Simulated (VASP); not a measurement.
Method: PBE GGA, VASP's PBE PAW potentials (set 64) (plane waves; VASP 6.6.1).

VASP input:

POSCAR:
```
Pb
1.0
  0.0000000000   2.5245000000   2.5245000000
  2.5245000000   0.0000000000   2.5245000000
  2.5245000000   2.5245000000   0.0000000000
Pb
1
direct
  0.0000000000   0.0000000000   0.0000000000
```

**INCAR**
```
ALGO  =  Normal
EDIFF  =  1E-6
ENCUT  =  400
GGA  =  PE
ISIF  =  2
ISMEAR  =  0
LASPH  =  .TRUE.
LCHARG  =  .FALSE.
LMAXMIX  =  4
LREAL  =  .FALSE.
LWAVE  =  .FALSE.
NELECT  =  13.5
NELM  =  100
PREC  =  Accurate
SIGMA  =  0.05
SYSTEM  =  Pb
```

**KPOINTS**
```
K-points
0
G
 11 11 11
0 0 0
```

POTCAR, in this order: Pb_d (PBE.64 set). Program: vasp_std.

### Question
What will the output report for the number of irreducible k-points (NKPTS), number of bands (NBANDS), largest plane-wave count, number of space-group operations, FFT grid (NGX, NGY, NGZ)?

### Answer

The number of irreducible k-points (NKPTS) is 56, the number of bands (NBANDS) is 11 and the largest plane-wave count is 596. The number of space-group operations is 48 and the FFT grid (NGX, NGY, NGZ) comes out as 24 × 24 × 24.

The compound is Pb in the fcc structure. The cell was not relaxed at this level. The run is one of a series of settings (ISMEAR = 0, NELECT = 13.5, SIGMA = 0.05 against the base run), some of them coarse on purpose.
